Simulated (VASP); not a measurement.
Given:

```
CELL_PARAMETERS angstrom
      0.00000     2.38768     2.38768
      2.38768     0.00000     2.38768
      2.38768     2.38768     0.00000
ATOMIC_POSITIONS crystal
  B  0.00000 0.00000 0.00000
  As 0.25000 0.25000 0.25000
```

Computed with AM05 GGA, VASP's PBE PAW potentials (set 64) (plane waves; VASP 6.6.1). Numerical set-up: 520 eV cut-off, 10×10×10 Γ-centred mesh, Gaussian smearing of 0.050 eV, potentials B As.

Q: What does the run give for the energy per atom (σ→0)?

A: 
```json
{
  "energy per atom (σ→0)": "-5.944 eV/atom"
}
```

Only differences to runs with the same potentials and settings are physical.

The compound is BAs in the zinc blende structure. It was relaxed first.
